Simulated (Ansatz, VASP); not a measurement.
**In7As7H18 (InAs wire along [111], 14 atoms a period, H-terminated): VASP beside Ansatz**

Aim: how closely do two programs agree when they are given the same cell, functional and k mesh? The cell is taken from a series of runs on this material, whose earlier steps may have relaxed, scaled, displaced or heated it; both programs get it as it stands.

Main program and level: Ansatz 0.2.0; plane waves, with VASP 6.6.1 beside it; r2SCAN.

**1. The structure**

The cell holds 32 atoms: 7 In, 7 As and 18 H. Cell: a = 14.084 Å, b = 14.994 Å, c = 10.817 Å, α = 90.0°, β = 90.0°, γ = 90.0°. Vacuum lies along a and b. The structure's axis is c.

**2. VASP: single point, r2SCAN**

A single point takes one fixed geometry, so differences don't come from the geometry; what else differs is listed under the comparison.

Lines of VASP's logs that name or quote its potential files are left out, and so is its time.

INCAR

```
SYSTEM = In7As7H18
PREC = Accurate
ENCUT = 440
EDIFF = 1E-06
NELM = 120
ISMEAR = -1
SIGMA = 0.05
LREAL = Auto
ALGO = Normal
METAGGA = R2SCAN
LASPH = .TRUE.
NBANDS = 96
LORBIT = 11
LWAVE = .FALSE.
LCHARG = .FALSE.
ISIF = 2
GGA_COMPAT = .FALSE.
EFERMI = MIDGAP
LMIXTAU = .TRUE.
KPAR = 4
```

POSCAR

```
In7As7H18
1.0
   14.0840000000      0.0000000000      0.0000000000
    0.0000000000     14.9940000000      0.0000000000
    0.0000000000      0.0000000000     10.8167201296
In As H
7 7 18
Direct
    0.5000000000      0.5073071790      0.0406700460
    0.3355280450      0.4179194420      0.3207504650
    0.5000000000      0.6856850480      0.3207202820
    0.6644719550      0.4179194420      0.3207504650
    0.3394721790      0.5943553370      0.6549874970
    0.5000000000      0.3331505250      0.6550398690
    0.6605278210      0.5943553370      0.6549874970
    0.5000000000      0.5071917630      0.2791501810
    0.3535372870      0.4278252160      0.5736557440
    0.5000000000      0.6661345870      0.5736130580
    0.6464627130      0.4278252160      0.5736557440
    0.3583018940      0.5841240820      0.9083179560
    0.5000000000      0.3535859740      0.9083382000
    0.6416981060      0.5841240820      0.9083179560
    0.2401123070      0.4857536280      0.2817507850
    0.3505001840      0.3063303430      0.2820213480
    0.3896496230      0.7291929140      0.2817903830
    0.6103503770      0.7291929140      0.2817903830
    0.6494998160      0.3063303430      0.2820213480
    0.7598876930      0.4857536280      0.2817507850
    0.2342696700      0.6512678380      0.6279856640
    0.5000000000      0.2190765230      0.6280558910
    0.7657303300      0.6512678380      0.6279856640
    0.2679148030      0.3813754030      0.6312315430
    0.5000000000      0.7590160010      0.6311493700
    0.7320851970      0.3813754030      0.6312315430
    0.2666533640      0.5472194440      0.9623296780
    0.3464769970      0.6771282280      0.9623158350
    0.4201588230      0.2974546780      0.9623160030
    0.5798411770      0.2974546780      0.9623160030
    0.6535230030      0.6771282280      0.9623158350
    0.7333466360      0.5472194440      0.9623296780
```

KPOINTS

```
Automatic mesh
0
Gamma
1 1 6
0 0 0
```

PAW data sets: In_d, As and H (PBE family, release 64).

Command:

```sh
mpirun -np 4 vasp_std
```

Numbers of over 12 decimals in the logs are rounded to 6 here.

Log:

```text
[banner, memory and clock lines left out]
running    4 mpi-ranks, on    1 nodes
[...]
|                                                                             |
|               ----> ADVICE to this user running VASP <----                  |
|                                                                             |
|     You enforced a specific xc type in the INCAR file but a different       |
|     [... a line on the potential file left out ...]
|     I HOPE YOU KNOW WHAT YOU ARE DOING!                                     |
|                                                                             |

 LDA part: xc-table for (None), standard interpolation
 POSCAR, INCAR and KPOINTS ok, starting setup
[...]
entering main loop
       N       E                     dE             d eps       ncg     rms          rms(c)
DAV:   1     0.765131304258E+03    0.76513E+03   -0.47903E+04   928   0.969E+02
DAV:   2    -0.230509084329E+03   -0.99564E+03   -0.97657E+03   952   0.268E+02
DAV:   3    -0.344485613397E+03   -0.11398E+03   -0.11329E+03   928   0.121E+02
DAV:   4    -0.350136470727E+03   -0.56509E+01   -0.56382E+01   936   0.319E+01
[...]
DAV:  36    -0.320267778980E+03   -0.16467E-05   -0.56767E-06   664   0.115E-02    0.392E-02
DAV:  37    -0.320267783305E+03   -0.43252E-05   -0.54684E-06   672   0.985E-03    0.422E-02
DAV:  38    -0.320267783561E+03   -0.25597E-06   -0.32623E-06   632   0.885E-03
   1 F= -.32026778E+03 E0= -.32026778E+03  d E =-.467889E-13
```

OUTCAR, selected parts (step 2):

```text
  Total       -5.4775912     -5.5411512     -5.2654796      0.0000000      0.0024228      0.0000000
  in kB       -3.8420329     -3.8866145     -3.6932559      0.0000000      0.0016994      0.0000000
  external PRESSURE =      -3.8073011 kB  Pullay stress =       0.0000000 kB

 POSITION                                       TOTAL-FORCE (eV/Angst)
 -----------------------------------------------------------------------------------
      7.04200      7.60656      0.43992         0.000000      0.001845     -0.034057
      4.72558      6.26628      3.46947         0.068418      0.037234      0.037411
      7.04200     10.28116      3.46914         0.000000     -0.077040      0.038215
      9.35842      6.26628      3.46947        -0.068418      0.037234      0.037411
      4.78113      8.91176      7.08482         0.042369     -0.024492     -0.046887
      7.04200      4.99526      7.08538         0.000000      0.046028     -0.045365
      9.30287      8.91176      7.08482        -0.042369     -0.024492     -0.046887
      7.04200      7.60483      3.01949         0.000000      0.002055     -0.135354
      4.97922      6.41481      6.20507        -0.077586     -0.043395      0.097958
      7.04200      9.98802      6.20461         0.000000      0.091002      0.095754
      9.10478      6.41481      6.20507         0.077586     -0.043395      0.097958
      5.04632      8.75836      9.82502        -0.115285      0.072544      0.165963
      7.04200      5.30167      9.82524         0.000000     -0.140249      0.164115
      9.03768      8.75836      9.82502         0.115285      0.072544      0.165963
[...]
-----------------------------------------------------------------------------------
    total drift:                                0.000000      0.015328     -0.006102

  FREE ENERGIE OF THE ION-ELECTRON SYSTEM (eV)
  ---------------------------------------------------
  free  energy   TOTEN  =      -320.2677835614 eV

  energy  without entropy=     -320.2677835614  energy(sigma->0) =     -320.26778356

[... 3 further parts left out ...]
[key lines of the parts left out:]
E-fermi :  -2.7183
```

**3. Ansatz: single point, r2SCAN**

Ansatz runs on its PAW soft_1 files.

The same cell, functional, mesh and smearing now go to Ansatz, which takes its cutoff from its data sets.

input.yaml

```yaml
crystal:
  lattice:
    - [14.084, 0.0, 0.0]
    - [0.0, 14.994, 0.0]
    - [0.0, 0.0, 10.8167201296]
  atoms:
    - { symbol: In, position: [0.5, 0.507307179, 0.040670046] }
    - { symbol: As, position: [0.5, 0.507191763, 0.279150181] }
    - { symbol: H, position: [0.240112307, 0.485753628, 0.281750785] }
    - { symbol: H, position: [0.350500184, 0.306330343, 0.282021348] }
    - { symbol: H, position: [0.389649623, 0.729192914, 0.281790383] }
    - { symbol: H, position: [0.610350377, 0.729192914, 0.281790383] }
    - { symbol: H, position: [0.649499816, 0.306330343, 0.282021348] }
    - { symbol: H, position: [0.759887693, 0.485753628, 0.281750785] }
    - { symbol: In, position: [0.335528045, 0.417919442, 0.320750465] }
    - { symbol: In, position: [0.5, 0.685685048, 0.320720282] }
    - { symbol: In, position: [0.664471955, 0.417919442, 0.320750465] }
    - { symbol: As, position: [0.353537287, 0.427825216, 0.573655744] }
    - { symbol: As, position: [0.5, 0.666134587, 0.573613058] }
    - { symbol: As, position: [0.646462713, 0.427825216, 0.573655744] }
    - { symbol: H, position: [0.23426967, 0.651267838, 0.627985664] }
    - { symbol: H, position: [0.5, 0.219076523, 0.628055891] }
    - { symbol: H, position: [0.76573033, 0.651267838, 0.627985664] }
    - { symbol: H, position: [0.267914803, 0.381375403, 0.631231543] }
    - { symbol: H, position: [0.5, 0.759016001, 0.63114937] }
    - { symbol: H, position: [0.732085197, 0.381375403, 0.631231543] }
    - { symbol: In, position: [0.339472179, 0.594355337, 0.654987497] }
    - { symbol: In, position: [0.5, 0.333150525, 0.655039869] }
    - { symbol: In, position: [0.660527821, 0.594355337, 0.654987497] }
    - { symbol: As, position: [0.358301894, 0.584124082, 0.908317956] }
    - { symbol: As, position: [0.5, 0.353585974, 0.9083382] }
    - { symbol: As, position: [0.641698106, 0.584124082, 0.908317956] }
    - { symbol: H, position: [0.266653364, 0.547219444, 0.962329678] }
    - { symbol: H, position: [0.346476997, 0.677128228, 0.962315835] }
    - { symbol: H, position: [0.420158823, 0.297454678, 0.962316003] }
    - { symbol: H, position: [0.579841177, 0.297454678, 0.962316003] }
    - { symbol: H, position: [0.653523003, 0.677128228, 0.962315835] }
    - { symbol: H, position: [0.733346636, 0.547219444, 0.962329678] }
kpoints:
  mp_grid: { grid: [1, 1, 6] }
  band_path: { path: ["Γ", Z], npoints: 90 }
scf:
  occupations: { method: fermi_dirac, width: 0.05 }
hamiltonian:
  xc: r2scan
  pseudopotentials: { kind: paw, azcp: { folder: soft_1 } }
```

Command:

```sh
ansatz run input.yaml --threads 4 --pin off --max-ram 16384MiB --backend cpu --events-out ev --progress --plain --runs-dir out
```

Log:

```text
Engine: ansatz 0.2.0, aarch64-unknown-linux-gnu
Pseudopotentials: kind: paw
Pseudopotential: In, paw, valence charge 13, recommended cutoff 500 eV (meta_gga), soft_1/In.paw.azcp
Pseudopotential: As, paw, valence charge 15, recommended cutoff 500 eV (meta_gga), soft_1/As.paw.azcp
Pseudopotential: H, paw, valence charge 1, recommended cutoff 500 eV (meta_gga), soft_1/H.paw.azcp
Functional definition: r2SCAN
  parameter k0 = 0.174
  parameter k1 = 0.065
  parameter a1 = 4.9479
  exchange = r2scan_x(k0 = k0, k1 = k1, a1 = a1)
  correlation = r2scan_c
Crystal: 32 atoms, lattice volume = 2284.226 Å³
Basis set: ecut = 500 eV, 58023 PW (Γ), exchange–correlation on 432×480×320 points (64 copies of the dense FFT grid, shifted against one another)
Bands: 139, of which v1, the nominal top of the filled ones, is band 107 counted from 1 (106 counted from 0)
Symmetry: 2 space group operations
Space group: Pm (ITA 6), of the structure as read, at distance tolerance 1.3e-4 Å
k-points: 4 of 6 (time reversal used)
Non-local potential: In, projectors of the file, l = 0: 2, l = 1: 2, l = 2: 2, l = 3: 1
Non-local potential: As, projectors of the file, l = 0: 2, l = 1: 2, l = 2: 3, l = 3: 1
Non-local potential: H, projectors of the file, l = 0: 2, l = 1: 1
PAW form: soft (Blöchl's): semilocal exchange-correlation on the pseudo side does not see the compensation charge
PAW frozen core: In, regenerated for the run's functional (the file was generated under x = pbe(κ = 0.804, μ = 0.219515), c = pbe(β = 0.066725))
PAW frozen core: As, regenerated for the run's functional (the file was generated under x = pbe(κ = 0.804, μ = 0.219515), c = pbe(β = 0.066725))
PAW one-centre angular grid: In, 590 points (default); XC on 160 Gauss nodes
PAW one-centre angular grid: As, 590 points (default); XC on 160 Gauss nodes
PAW one-centre angular grid: H, 302 points (default); XC on 160 Gauss nodes
Initial density: superposition of atomic densities (neutral atoms: chi_scale 0, normalization atom)
Initial wavefunctions: pseudopotential atomic-orbital guess
Functional: x = r2scan, c = r2scan; τ floored in thin density (d = 2e-4 eV/Å³)
SCF iter   1: F=—  HF=-73623.622917 eV  |F-HF|=—  |Δ(HF+E_count)|=         —  Δρ=2.61e-2  dr2=1.75e1  dr2_τ=1.80e-1  ethr=3.10e-3  ⟨swp⟩=7.0  Hψ=2500  notcnv=0  defer=25
preconditioner: auto → Resta (q_TF=auto, 1.839 Å⁻¹)  ε∞=1.4  [insulator: Δε(μ)=3.345 eV  Ē_g=14.023 eV  σ=0.050 eV  W_gap=1.00  n_scr=246 (ndim 8)  ℏωp=9.3 eV  f_vac=0.660  D(μ)=0.00/eV (n_scr^D=0)  ε∞_Penn≈1.4  vacuum switching on, ρ_ref=1.4e-2 e/Å³]
SCF iter   2: F=—  HF=-73619.694423 eV  |F-HF|=—  |Δ(HF+E_count)|=    3.93e0  Δρ=1.10e-2  dr2=2.65e0  dr2_τ=3.84e-2  ethr=3.10e-3  ⟨swp⟩=3.0  Hψ=944  notcnv=0  defer=110
SCF iter   3: F=—  HF=-73619.493911 eV  |F-HF|=—  |Δ(HF+E_count)|=   2.01e-1  Δρ=3.10e-3  dr2=4.61e-1  dr2_τ=7.51e-3  ethr=1.24e-3  ⟨swp⟩=3.0  Hψ=1000  notcnv=0  defer=110
SCF iter   4: F=—  HF=-73619.423539 eV  |F-HF|=—  |Δ(HF+E_count)|=   7.04e-2  Δρ=1.00e-3  dr2=3.87e-2  dr2_τ=7.83e-4  ethr=2.15e-4  ⟨swp⟩=4.0  Hψ=807  notcnv=0  defer=110
SCF iter   5: F=—  HF=-73619.428096 eV  |F-HF|=—  |Δ(HF+E_count)|=   4.56e-3  Δρ=4.04e-4  dr2=4.50e-3  dr2_τ=1.42e-4  ethr=1.81e-5  ⟨swp⟩=3.2  Hψ=787  notcnv=0  defer=108
SCF iter   6: F=—  HF=-73619.430073 eV  |F-HF|=—  |Δ(HF+E_count)|=   1.98e-3  Δρ=1.27e-4  dr2=2.66e-4  dr2_τ=1.43e-5  ethr=2.10e-6  ⟨swp⟩=3.0  Hψ=924  notcnv=0  defer=108
SCF iter   7: F=—  HF=-73619.430595 eV  |F-HF|=—  |Δ(HF+E_count)|=   5.22e-4  Δρ=3.98e-5  dr2=4.58e-5  dr2_τ=1.56e-6  ethr=1.24e-7  ⟨swp⟩=2.0  Hψ=766  notcnv=0  defer=108
SCF iter   8: F=—  HF=-73619.430736 eV  |F-HF|=—  |Δ(HF+E_count)|=   1.40e-4  Δρ=9.27e-6  dr2=1.74e-6  dr2_τ=1.01e-7  ethr=2.14e-8  ⟨swp⟩=2.0  Hψ=782  notcnv=0  defer=108
SCF iter   9: F=—  HF=-73619.430742 eV  |F-HF|=—  |Δ(HF+E_count)|=   6.39e-6  Δρ=2.36e-6  dr2=1.29e-7  dr2_τ=4.37e-9  ethr=8.15e-10  ⟨swp⟩=3.0  Hψ=1024  notcnv=0  defer=108
SCF iter  10: F=-73619.430743 eV  HF=-73619.430743 eV  |F-HF|=4.54e-8  |Δ(HF+E_count)|=   6.38e-7  Δρ=8.70e-7  dr2=1.99e-8  dr2_τ=4.32e-10  ethr=4.67e-11  ⟨swp⟩=18.0  Hψ=3037  notcnv=0
SCF 1 converged in 10 iterations: F = -73619.430743 eV  dr2 = 1.99e-8
  greatest PAW one-centre occupation: 0.999 electrons in one spin orbital (limit 2), on the As atom at site 25 (counted from 0), in its partial waves of l = 2
NSCF: frozen V_eff on 91 k-points
WARN: pass on a band path, mesh or list of k-points: the 91 k-points are solved 16 at a time at the most, because the 14.40 GiB of host memory that the pass is priced against does not hold them all with the solver's workspace as planned. The pass can take longer, above all where fewer k-points are solved at a time than the run has threads. As a rule a larger memory budget leaves room for more at once. The budget is what a run with no `--max-ram-frac` typed is planned for, 0.8 of the host's memory or its container's limit. More memory there lifts it, and so does a share over 0.88 that is typed (of such a share the budget is ten elevenths): [rest of the remark cut]
SCF converged after 10 iterations
Free energy (F): -73619.430743 eV
Harris-Foulkes:  -73619.430743 eV  (|F-HF|=4.54e-8)
Internal energy: -73619.430743 eV  (E = F + TS)
E sigma→0 (E₀):  -73619.430743 eV
Fermi energy:    -2.181501 eV
--- Per-component energies (eV) ---
  E_band       = -4484.167409
  E_kinetic    = 2434.029055
  E_local      = -82303.444754  (includes V_loc(G=0)·N_el)
  E_nonlocal   = -449.110614
  E_hartree    = 40032.826305
  E_xc         = -1531.266353
  E_vxc        = -1421.919887  (∫ρ·V_xc dr)
  E_paw        = -43837.632058  (= ΣΔE_a)
  E_vpaw       = -2898.888749  (= ΣTr[D̂ρ^β])
  E_aug_tail   = -0.001651  (compensation charges beyond the density's cutoff)
  E_vtau       = 89.522267  (kinetic-family band-sum trace: ∫τ·v_τ [+ j·A + Jᵃ·Aᵃ] dr)
  E_ewald      = 12038.612241
  E_core_change = -3.442913  (= ΣΔE_core)
  E_smearing   = -0.000000  (= −TS)
  E_closure    = -0.000000  (closes the sum)
  Σ components = -73619.430743   (vs F -73619.430743, Δ=0.00e0)
--- Band table (eV) ---
  k-point 0: bands = [... 103 lower, -4.2075, -3.9088, -3.9086, -3.7735, -0.5551, 0.1619, 0.1666, 0.2591, ... 28 higher]
  k-point 1: bands = [... 103 lower, -4.1715, -3.9006, -3.9004, -3.8613, -0.5551, 0.0022, 0.0054, 0.2676, ... 28 higher]
  k-point 2: bands = [... 103 lower, -4.1233, -4.1052, -3.8803, -3.8803, -0.5425, -0.1049, -0.1018, 0.1014, ... 28 higher]
  k-point 3: bands = [... 103 lower, -4.1082, -4.1070, -3.8687, -3.8686, -0.5271, -0.1350, -0.1319, 0.0106, ... 28 higher]
```

In the SCF lines HF is the Harris–Foulkes energy and dr2 the Hartree energy of the density residual, in eV; the loop may stop once dr2 is under the threshold and the program's other checks hold. Hψ counts applications of the Hamiltonian.

**4. Differences**

Known differences besides the potentials themselves: VASP keeps PBE cores, Ansatz makes them for the functional; the data sets hold 214 valence electrons in Ansatz (on its PAW soft_1 files) and 144 in VASP; the cutoff is 500 eV in Ansatz and 440 eV in VASP (PREC = Accurate, projectors in real space). Total energies have different zeros and are not compared.

Both answers:

| quantity | Ansatz | VASP | difference |
| --- | --- | --- | --- |
| gap on the k mesh (eV) | 3.218 | 3.216 | +0.003 |

A gap on the mesh is an upper bound, since the band edges may lie between its points. VASP's last cycles still show a density residual of 4e-03, so its state may not be settled.

**5. Summary of results**

| Item | Value |
| --- | --- |
| difference in gap on the k mesh (single point, r2SCAN) | 0.0025 eV |

What this shows: The difference in gap on the k mesh is 0.0025 eV (single point, r2SCAN), within the 0.08 eV picked in this series as the mark of a large difference. The data sets hold unlike numbers of valence electrons (214 in Ansatz and 144 in VASP), so part of the differences may come from the potentials. Such differences can come from data sets, numerical settings and the points named under the comparisons, not from the functional's error against experiment.

[Lines on the potential files, build, host, timing and source positions are cut from VASP's logs without a mark.]

[Logs are printed without paths, hosts, clocks, repeated set-up lines and the standing remarks that a program may print on its own settings, such as how far it seeks lower states.]

[Hosts, paths, dates, database ids (printed as entryN), source tags and the programs' standing remarks are cut or masked in the printed files.]
